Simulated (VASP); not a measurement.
Calculation: PBE GGA, VASP's PBE PAW potentials (set 64) (plane waves; VASP).

VASP ran on this input.

### INCAR
```
# general
SYSTEM  = Ti
PREC    = Accurate
ENCUT   = 350   # plane-wave cut-off (eV)
LREAL   = .FALSE.   # projection in real space or not
LASPH   = .TRUE.   # aspherical one-centre terms

# electronic loop
EDIFF   = 1E-6
NELM    = 100   # most electronic steps
ALGO    = Normal   # blocked Davidson
LMAXMIX = 4

# smearing
ISMEAR  = 1
SIGMA   = 0.1   # width (eV)

# functional
GGA     = PE

# ions
ISIF    = 2   # forces and stress, cell fixed

# output
LWAVE   = .FALSE.
LCHARG  = .FALSE.
```

KPOINTS:
```
kpoints
0
Gamma
  13 13 7
0 0 0
```

File POSCAR:
```
Ti
1
    1.4750000000    -2.5547750000     0.0000000000
    1.4750000000     2.5547750000     0.0000000000
    0.0000000000     0.0000000000     4.6800000000
Ti
2
Direct
  0.3333330000   0.6666670000   0.2500000000
  0.6666670000   0.3333330000   0.7500000000
```

POTCAR, in this order: Ti_sv (PBE.64 set). Program: vasp_std.

What does the run give for the energy per atom (σ→0), pressure, band gap (on the k-mesh)?

```
Property                                                    Result
------------------------  ----------------------------------------
energy per atom (σ→0)                               -7.818 eV/atom
band gap (on the k-mesh)  none (metal, semimetal or under 0.01 eV)
pressure                                                 -2.46 GPa
```

OSZICAR:
```
...
DAV:   7    -0.156291484976E+02    0.26530E-01   -0.77289E-01  4048   0.734E+00    0.199E+00
DAV:   8    -0.156453920822E+02   -0.16244E-01   -0.18546E-01  3152   0.586E+00    0.679E-01
DAV:   9    -0.156364579771E+02    0.89341E-02   -0.51261E-02  3272   0.252E+00    0.418E-02
DAV:  10    -0.156365475521E+02   -0.89575E-04   -0.14317E-03  4160   0.294E-01    0.567E-02
DAV:  11    -0.156365763357E+02   -0.28784E-04   -0.88727E-05  3176   0.833E-02    0.150E-02
DAV:  12    -0.156365671520E+02    0.91837E-05   -0.18733E-05  3456   0.280E-02    0.243E-03
DAV:  13    -0.156365662652E+02    0.88676E-06   -0.70588E-07  1912   0.128E-02
   1 F= -.15636566E+02 E0= -.15636562E+02  d E =-.124638E-04
```

The compound is Ti in the hcp structure. The cell was not relaxed at this level. The run is one of a series of settings (ENCUT = 350 against the base run), some of them coarse on purpose.
